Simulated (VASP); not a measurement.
An input for Quantum ESPRESSO's pw.x (written as the equivalent of a VASP run, and not itself run):

```
&CONTROL
  calculation = 'scf'
  pseudo_dir = './pseudo'
  outdir = './out'
  tprnfor = .true.
  tstress = .true.
/
&SYSTEM
  ibrav = 0
  nat = 6
  ntyp = 3
  ecutwfc = 84
  occupations = 'smearing'
  smearing = 'fermi-dirac'
  degauss = 0.00735
  input_dft = 'pbesol'
/
&ELECTRONS
  conv_thr = 7.3e-08
  electron_maxstep = 100
/
ATOMIC_SPECIES
  Ti 47.867 Ti.upf
  Nb 92.906 Nb.upf
  B 10.810 B.upf
CELL_PARAMETERS angstrom
     3.0870300    0.0000000    0.0000000
    -1.5435150    2.6734460    0.0000000
     0.0000000    0.0000000    6.5994300
ATOMIC_POSITIONS crystal
  Ti   0.0000000  0.0000000  0.5000000
  Nb   0.0000000  0.0000000  0.0000000
  B    0.3333330  0.6666670  0.7407700
  B    0.6666670  0.3333330  0.2592300
  B    0.6666670  0.3333330  0.7407700
  B    0.3333330  0.6666670  0.2592300
K_POINTS automatic
  6 6 3 0 0 0
```

Write the VASP files for the same calculation (PBEsol).

This is not unique; one that fits is 
File KPOINTS:
```
Automatic mesh
0
Gamma
6 6 3
0 0 0
```

**INCAR**
```
! general
SYSTEM  = TiNbB4
PREC    = Accurate
ENCUT   = 400
LREAL   = .FALSE.
LASPH   = .TRUE.   ! aspherical one-centre terms

! electronic loop
EDIFF   = 1E-6
NELM    = 100
ALGO    = Normal   ! blocked Davidson
LMAXMIX = 4

! smearing
ISMEAR  = -1
SIGMA   = 0.1   ! width (eV)

! functional
GGA     = PS

! ions
ISIF    = 2

! output
LWAVE   = .FALSE.
LCHARG  = .FALSE.
```

### POSCAR
```
TiNbB4
1
    3.0870300000     0.0000000000     0.0000000000
   -1.5435150000     2.6734460000     0.0000000000
    0.0000000000     0.0000000000     6.5994300000
Ti Nb B
1 1 4
Direct
  0.0000000000   0.0000000000   0.5000000000
  0.0000000000   0.0000000000   0.0000000000
  0.3333330000   0.6666670000   0.7407700000
  0.6666670000   0.3333330000   0.2592300000
  0.6666670000   0.3333330000   0.7407700000
  0.3333330000   0.6666670000   0.2592300000
```

POTCAR, in this order: Ti_sv Nb_sv B (PBE.64 set). Program: vasp_std.

What does not carry over: the potentials are each code's own (VASP's PAW set, PseudoDojo norm-conserving files in pw.x), so ENCUT and ecutwfc are chosen apart and not converted; conv_thr bounds pw.x's estimated SCF error, while EDIFF bounds the energy change between steps.

The structure comes from a computed database's TiNbB4 entry; how it stands against other phases isn't given here. The cell was not relaxed at this level. The k-mesh is coarse (spacing up to 0.39 per Å, 2π included), so the numbers may not be converged in it. The run is one of a series of settings (KPOINTS 6×6×3 Γ-centred mesh against the base run), some of them coarse on purpose.
